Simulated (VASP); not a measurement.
A convergence study with VASP on HfS₂ (1T layered): one setting is varied, all else stays as given below, so the limit is that of these other settings.

```yaml
crystal:
  lattice:
    - [1.81500, -3.14367, 0.00000]
    - [1.81500, 3.14367, 0.00000]
    - [0.00000, 0.00000, 5.85000]
  atoms:
    - { symbol: Hf, position: [0.00000, 0.00000, 0.00000] }
    - { symbol: S, position: [0.33333, 0.66667, 0.25000] }
    - { symbol: S, position: [0.66667, 0.33333, 0.75000] }
```

Calculation: PBE GGA, VASP's PBE PAW potentials (set 64) (plane waves; VASP). The tightest run used: 550 eV cut-off, 16×16×8 Γ-centred mesh, tetrahedra with Blöchl corrections, potentials Hf_pv S.

The settings run are 3×3×2 mesh; 4×4×2 mesh; 5×5×2 mesh; 6×6×3 mesh; 7×7×4 mesh; 8×8×4 mesh; 9×9×4 mesh; 10×10×5 mesh; 11×11×6 mesh; 12×12×6 mesh; 13×13×6 mesh; 14×14×7 mesh; 15×15×8 mesh; 16×16×8 mesh. From which on does the stress (every component) stay within 0.1 GPa of the tightest run?

From 7×7×4 mesh on: it is off by 0.07 there and by no more than 0.1 in any finer run, while 6×6×3 mesh is off by 0.16.
```
setting       E (eV/atom)  pressure (GPa)  irreducible k-points  difference judged (GPa)
------------  -----------  --------------  --------------------  -----------------------
3×3×2 mesh        -7.5567            1.11                     6                     1.70
4×4×2 mesh        -7.6003            0.66                     8                     0.74
5×5×2 mesh        -7.6165            0.45                    10                     0.39
6×6×3 mesh        -7.6242            0.30                    17                     0.16
7×7×4 mesh        -7.6265            0.25                    28                     0.07
8×8×4 mesh        -7.6274            0.23                    35                     0.04
9×9×4 mesh        -7.6277            0.22                    43                     0.02
10×10×5 mesh      -7.6279            0.22                    58                     0.01
11×11×6 mesh      -7.6280            0.22                    84                     0.00
12×12×6 mesh      -7.6280            0.21                   100                     0.00
13×13×6 mesh      -7.6280            0.21                   112                     0.00
14×14×7 mesh      -7.6280            0.21                   144                     0.00
15×15×8 mesh      -7.6280            0.21                   192                     0.00
16×16×8 mesh      -7.6280            0.21                   213                     0.00
```

Left out are rungs that failed or repeat a setting and relaxations that didn't move; long series are thinned to 24 rows.

The compound is HfS2 in the 1T layered structure. The cell was not relaxed at this level.
